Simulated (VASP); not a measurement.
VASP runs on PbO share one base input (PBE GGA, plane waves, VASP's PBE PAW potentials (set 64)) and change the settings named in each case.

File POSCAR:
```
PbO
16.3659340
  0.2370570479   0.0000000000   0.0000000000
  0.0000000000   0.2370570479   0.0000000000
  0.0000000000   0.0000000000   1.0000000000
Pb O
2 2
Direct
  0.5000000000   0.0000000000   0.5722820000
  0.0000000000   0.5000000000   0.4277180000
  0.0000000000   0.0000000000   0.5000000000
  0.5000000000   0.5000000000   0.5000000000
```

**KPOINTS**
```
Regular mesh
0
gamma
 5 5 1
0 0 0
```

### INCAR
```
! general
SYSTEM  = PbO
PREC    = Accurate
ENCUT   = 400
LREAL   = F
LASPH   = T

! electronic loop
EDIFF   = 1E-6
NELM    = 100
ALGO    = Normal
LMAXMIX = 4

! smearing
ISMEAR  = 0
SIGMA   = 0.2

! functional
GGA     = PE

! ions
ISIF    = 2

! output
LWAVE   = F
LCHARG  = F
```

POTCAR, in this order: Pb_d O (PBE.64 set). Program: vasp_std.

```json
[
 {"change": "base run", "E(σ→0) (eV/atom)": "-5.3211", "largest force (eV/Å)": "1.419"},
 {"change": "GGA removed, POTCAR Pb_d O (LDA.64 set)", "E(σ→0) (eV/atom)": "-6.0333", "largest force (eV/Å)": "0.541"},
 {"change": "GGA_COMPAT = .FALSE., LNONCOLLINEAR = .TRUE., LSORBIT = .TRUE., MAGMOM = 0.0 0.0 0.0 0.0 0.0 0.0 0.0 0.0 0.0 0.0 0.0 0.0, program vasp_ncl", "E(σ→0) (eV/atom)": "-5.5107", "largest force (eV/Å)": "(withheld)"},
 {"change": "KPOINTS 7×7×1 Γ-centred mesh", "E(σ→0) (eV/atom)": "-5.3211", "largest force (eV/Å)": "1.419"}
]
```

Problem. Fill in the missing entries.

Solution. 
- GGA_COMPAT = .FALSE., LNONCOLLINEAR = .TRUE., LSORBIT = .TRUE., MAGMOM = 0.0 0.0 0.0 0.0 0.0 0.0 0.0 0.0 0.0 0.0 0.0 0.0, program vasp_ncl, largest force (eV/Å): 1.429

Energies of different potentials or functionals have different zeros.  The cell holds a wide vacuum, so values per volume refer to the whole cell. Unless said otherwise, spin-orbit coupling is left out, though it shifts the bands of the heavy elements here.

Left out are runs that ran out of time, are held back, or changed the cell or the kind of run, fixed moments of cells without a moment, rows past the twelfth, gaps on odd meshes, pressures of charged cells and columns that move by less than the noise.

The cell is a sheet or thin cut with vacuum, built from a generated structure.
